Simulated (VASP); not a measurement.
VASP input:

### INCAR
```
# general
SYSTEM  = CaS
PREC    = Accurate
ENCUT   = 500   # plane-wave cut-off (eV)
LREAL   = F
LASPH   = T   # aspherical one-centre terms

# electronic loop
EDIFF   = 1E-6   # SCF stop (eV)
NELM    = 100
ALGO    = Normal   # blocked Davidson

# smearing
ISMEAR  = 0
SIGMA   = 0.05

# functional
GGA     = PE   # PBE

# ions
IBRION  = 2
NSW     = 40   # most ionic steps
ISIF    = 3
EDIFFG  = -0.02
PSTRESS = 200   # kbar

# output
LWAVE   = F
LCHARG  = F
```

**KPOINTS**
```
Automatic mesh
0
Gamma
8 8 8
0 0 0
```

File POSCAR:
```
CaS
1
    0.0000000000     2.7343170914     2.7343170914
    2.7343170914     0.0000000000     2.7343170914
    2.7343170914     2.7343170914     0.0000000000
Ca S
1 1
Direct
  0.0000000000   0.0000000000   0.0000000000
  0.5000000000   0.5000000000   0.5000000000
```

POTCAR, in this order: Ca_sv S (PBE.64 set). Program: vasp_std.

Task: Write an equivalent input for Quantum ESPRESSO's pw.x.

Result: One equivalent input (not run):
```
&CONTROL
  calculation = 'vc-relax'
  pseudo_dir = './pseudo'
  outdir = './out'
  tprnfor = .true.
  tstress = .true.
  nstep = 40
  forc_conv_thr = 0.00078
/
&SYSTEM
  ibrav = 0
  nat = 2
  ntyp = 2
  ecutwfc = 68
  occupations = 'smearing'
  smearing = 'gaussian'
  degauss = 0.003675
  input_dft = 'pbe'
/
&ELECTRONS
  conv_thr = 7.3e-08
  electron_maxstep = 100
/
&IONS
/
&CELL
  press = 200
/
ATOMIC_SPECIES
  Ca 40.078 Ca.upf
  S 32.060 S.upf
CELL_PARAMETERS angstrom
     0.0000000    2.7343171    2.7343171
     2.7343171    0.0000000    2.7343171
     2.7343171    2.7343171    0.0000000
ATOMIC_POSITIONS crystal
  Ca   0.0000000  0.0000000  0.0000000
  S    0.5000000  0.5000000  0.5000000
K_POINTS automatic
  8 8 8 0 0 0
```
Limits of the translation: the potentials are each code's own (VASP's PAW set, PseudoDojo norm-conserving files in pw.x), so ENCUT and ecutwfc are chosen apart and not converted; conv_thr bounds pw.x's estimated SCF error, while EDIFF bounds the energy change between steps; forc_conv_thr acts on force components and is met together with etot_conv_thr.

The compound is CaS in the rock salt structure. This run relaxes it under an external pressure of 20 GPa. Symmetry was kept, so distortions that lower it aren't found.
